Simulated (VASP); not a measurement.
All values below come from PBE GGA, VASP's PBE PAW potentials (set 64) (plane waves; VASP).

VASP ran on this input.

**KPOINTS**
```
Automatic
0
Gamma
8 8 8
0 0 0
```

POSCAR:
```
GaP
1
    0.0000000000     2.7250000000     2.7250000000
    2.7250000000     0.0000000000     2.7250000000
    2.7250000000     2.7250000000     0.0000000000
Ga P
1 1
Direct
  0.0000000000   0.0000000000   0.0000000000
  0.2500000000   0.2500000000   0.2500000000
```

### INCAR
```
! general
SYSTEM =GaP
PREC   =Accurate
ENCUT  =520   ! plane-wave cut-off (eV)
LREAL  =F   ! projection in real space or not
LASPH  =T   ! aspherical one-centre terms

! electronic loop
EDIFF  =1E-6   ! SCF stop (eV)
NELM   =100
ALGO   =Normal
LMAXMIX=4   ! l cut-off of mixed one-centre charges

! smearing
ISMEAR =0   ! Gaussian
SIGMA  =0.05   ! width (eV)

! functional
GGA    =PE   ! PBE

! ions
ISIF   =2   ! forces and stress, cell fixed

! output
LWAVE  =F
LCHARG =F
```

POTCAR, in this order: Ga_d P (PBE.64 set). Program: vasp_std.

The run wrote:

OSZICAR:
```
       N       E                     dE             d eps       ncg     rms          rms(c)
DAV:   1     0.803815470602E+02    0.80382E+02   -0.93590E+03   762   0.197E+03
DAV:   2    -0.287428860726E+01   -0.83256E+02   -0.80226E+02   819   0.342E+02
DAV:   3    -0.925200533066E+01   -0.63777E+01   -0.63473E+01   914   0.766E+01
DAV:   4    -0.938215317546E+01   -0.13015E+00   -0.13006E+00   934   0.117E+01
DAV:   5    -0.938535905743E+01   -0.32059E-02   -0.32058E-02   947   0.150E+00    0.425E+00
DAV:   6    -0.914210487078E+01    0.24325E+00   -0.46856E-01  1141   0.129E+01    0.280E+00
DAV:   7    -0.911537261386E+01    0.26732E-01   -0.11658E-01   968   0.255E+00    0.113E+00
DAV:   8    -0.911544373143E+01   -0.71118E-04   -0.14707E-02   894   0.183E+00    0.169E-01
DAV:   9    -0.911581307724E+01   -0.36935E-03   -0.16158E-03   966   0.702E-01    0.885E-02
DAV:  10    -0.911587517163E+01   -0.62094E-04   -0.12999E-04  1117   0.126E-01    0.409E-02
DAV:  11    -0.911594736293E+01   -0.72191E-04   -0.10607E-04   804   0.106E-01    0.621E-03
DAV:  12    -0.911594672193E+01    0.64101E-06   -0.42657E-06   954   0.350E-02
   1 F= -.91159467E+01 E0= -.91159467E+01  d E =-.148569E-17
```

### OUTCAR
```
------------------------ aborting loop because EDIFF is reached ----------------------------------------
  FORCE on cell =-STRESS in cart. coord.  units (eV):
  Direction    XX          YY          ZZ          XY          YZ          ZX
  --------------------------------------------------------------------------------------
  Total        0.6209947      0.6209947      0.6209947     -0.0000000      0.0000000     -0.0000000
  in kB       24.5849306     24.5849306     24.5849306     -0.0000000      0.0000000     -0.0000000
  external PRESSURE =      24.5849306 kB  Pullay stress =       0.0000000 kB
  volume of cell :       40.47
      direct lattice vectors                 reciprocal lattice vectors
     0.000000000  2.725000000  2.725000000    -0.183486239  0.183486239  0.183486239
     2.725000000  0.000000000  2.725000000     0.183486239 -0.183486239  0.183486239
     2.725000000  2.725000000  0.000000000     0.183486239  0.183486239 -0.183486239
  FREE ENERGIE OF THE ION-ELECTRON SYSTEM (eV)
  ---------------------------------------------------
  free  energy   TOTEN  =        -9.1159467219 eV

  energy  without entropy=       -9.1159467219  energy(sigma->0) =       -9.11594672
```
(Selected blocks of OUTCAR.)

File OUTCAR:
```
 val. band max:        4.6550556797   @ k =   0.0000   0.0000   0.0000

 cond. band min:       6.2964191871   @ k =   0.3750   0.3750   0.0000


 Fermi energy:         4.9394090345

 k-point     1 :       0.0000    0.0000    0.0000
  band No.  band energies     occupation
      1      -9.8963      2.00000
      2      -9.8963      2.00000
      3      -9.8963      2.00000
      4      -9.7965      2.00000
      5      -9.7965      2.00000
      6      -7.8387      2.00000
      7       4.6551      2.00000
      8       4.6551      2.00000
      9       4.6551      2.00000
     10       6.4837      0.00000
     11       8.5445      0.00000
     12       8.5445      0.00000
     13       8.5445      0.00000

 k-point     2 :       0.1250    0.0000    0.0000
  band No.  band energies     occupation
      1      -9.9101      2.00000
      2      -9.8916      2.00000
      3      -9.8916      2.00000
      4      -9.7966      2.00000
      5      -9.7966      2.00000
      6      -7.6362      2.00000
      7       3.0271      2.00000
      8       4.4254      2.00000
      9       4.4254      2.00000
     10       7.1073      0.00000
     11       8.8945      0.00000
     12       8.8945      0.00000
     13       9.1274      0.00000

 k-point     3 :       0.2500    0.0000    0.0000
  band No.  band energies     occupation
      1      -9.9402      2.00000
      2      -9.8816      2.00000
      3      -9.8816      2.00000
      4      -9.7953      2.00000
      5      -9.7953      2.00000
      6      -7.0625      2.00000
      7       0.7799      2.00000
      8       3.9927      2.00000
      9       3.9927      2.00000
     10       6.8128      0.00000
     11       9.4014      0.00000
     12       9.4014      0.00000
     13      11.0089      0.00000

 k-point     4 :       0.3750    0.0000    0.0000
  band No.  band energies     occupation
      1      -9.9674      2.00000
      2      -9.8739      2.00000
      3      -9.8739      2.00000
...
```

The compound is GaP in the zinc blende structure. The cell was not relaxed at this level. The run is one of a series of settings (ENCUT = 520 against the base run), some of them coarse on purpose.
